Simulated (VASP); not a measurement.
## C: relaxation of cell and atoms with PBE+D3(BJ)

C:

```
CELL_PARAMETERS angstrom
2.46729 0.00000 0.00000
-1.23365 2.13674 0.00000
0.00000 0.00000 7.80307
ATOMIC_POSITIONS crystal
C 0.00000 0.00000 0.25000
C 0.00000 0.00000 0.75000
C 0.33333 0.66667 0.25000
C 0.66667 0.33333 0.75000
```

```json
{
  "Program": "VASP 6.6.1",
  "Task": "relaxation of cell and atoms",
  "Functional": "PBE",
  "Dispersion": "D3(BJ)",
  "Potentials or basis": "VASP PAW PBE potentials, release 64 (C_h)",
  "Cutoff": "900 eV",
  "k mesh": "15 × 15 × 4",
  "Occupations": "gaussian, width 0.02 eV",
  "Spin": "no spin polarisation",
  "Further INCAR settings": "ALGO = Fast; EDIFF = 1e-07; IBRION = 2; EDIFFG = -0.002; NSW = 80; ISIF = 3"
}
```

| Item | Value |
| --- | --- |
| Relaxed volume | 8.83 Å³/atom |
| Relaxed cell | a = 2.464 Å, b = 2.464 Å, c = 6.713 Å, α = 90.00°, β = 90.00°, γ = 120.00° |
| Space group after relaxing (to 0.05 Å) | P6_3/mmc (No. 194) |
| Energy gained by relaxing | 13.2 meV/atom |
| Ionic steps | 15 |
| Pressure after relaxing | 0.0 GPa |
| Band gap on the k mesh | none (metal or under the smearing width) |
| Dispersion energy per atom | -0.156 eV |

Step by step:
| step | energy change (eV) | largest force (eV/Å) | pressure (GPa) | volume (Å³) |
| --- | --- | --- | --- | --- |
| 1 | 0.0000 | 0.0000 | -1.48 | 41.14 |
| 2 | -0.0021 | 0.0000 | 1.23 | 40.57 |
| 3 | -0.0023 | 0.0000 | 0.64 | 40.69 |
| 4 | -0.0043 | 0.0000 | 0.64 | 40.54 |
| 5 | -0.0103 | 0.0000 | 0.63 | 40.10 |
| 6 | -0.0217 | 0.0000 | 0.62 | 39.21 |
| 7 | -0.0412 | 0.0000 | 0.63 | 37.43 |
| 8 | -0.0451 | 0.0000 | 1.25 | 33.86 |
| 9 | -0.0518 | 0.0000 | 0.77 | 35.76 |
| 10 | -0.0525 | 0.0000 | 0.87 | 35.19 |
| 11 | -0.0467 | 0.0000 | -3.95 | 35.75 |
| 12 | -0.0528 | 0.0000 | 0.00 | 35.29 |
| 13 | -0.0528 | 0.0000 | 0.01 | 35.29 |
| 14 | -0.0528 | 0.0000 | 0.02 | 35.29 |
| 15 | -0.0528 | 0.0000 | 0.02 | 35.31 |

Final structure:
```xyz
4
Lattice="2.4644 0.0000 0.0000 -1.2322 2.1343 0.0000 0.0000 0.0000 6.7135" Properties=species:S:1:pos:R:3 pbc="T T T"
C     0.0000    0.0000    1.6784
C     0.0000    0.0000    5.0351
C     0.0000    1.4228    1.6784
C     1.2322    0.7114    5.0351
```

Levels at points of the mesh, in eV from the Fermi level:
```tsv
k point	band 4	band 5	band 6	band 7	band 8	band 9	band 10	band 11	band 12
(0.00, 0.00, 0.00)	-6.55	-3.02	-3.02	-3.01	-3.01	4.28	8.34	8.34	8.39
(0.00, 0.00, 0.50)	-7.63	-3.01	-3.01	-3.01	-3.01	6.92	6.92	8.36	8.36
```

Run time: 2.6 min on 4 MPI ranks on Intel(R) Xeon(R) Platinum 8488C (Sapphire Rapids), with other jobs on the host, peak memory 0.25 GiB a rank.

Caveat: the cutoff is under 1.25 times the usual one of these potentials, so pressure, stress and relaxed cells hold a basis-set (Pulay) error.
